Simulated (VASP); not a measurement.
Crystal: Ca.

```
CELL_PARAMETERS angstrom
0.00000 2.79420 2.79420
2.79420 0.00000 2.79420
2.79420 2.79420 0.00000
ATOMIC_POSITIONS crystal
Ca 0.00000 0.00000 0.00000
```

```yaml
Program: VASP 6.6.1
Task: relaxation of cell and atoms
Functional: PBE
Potentials_or_basis: VASP PAW PBE potentials, release 64 (Ca_sv)
Cutoff: 600 eV
k_mesh: 12 × 12 × 12
Occupations: methfessel-paxton, width 0.1 eV
Spin: no spin polarisation
```

At the start: pressure -0.5 GPa; volume 43.63 Å³/atom.

Task: How do energy, volume and symmetry change on relaxing?

Result: Over 3 steps the energy falls by 2.1 meV/atom and the volume is 42.24 Å³/atom (-3.2 %); space group Fm-3m (No. 225, to 0.05 Å).

Step by step:
```tsv
step	energy change (eV)	largest force (eV/Å)	pressure (GPa)	volume (Å³)
1	0.0000	0.0000	-0.52	43.63
2	-0.0019	0.0000	-0.17	42.74
3	-0.0021	0.0000	0.03	42.24
```

Final structure:
```
Ca
1.0
     0.00000    2.76409    2.76409
     2.76409    0.00000    2.76409
     2.76409    2.76409    0.00000
Ca
1
Cartesian
  0.0000 0.0000 0.0000
```
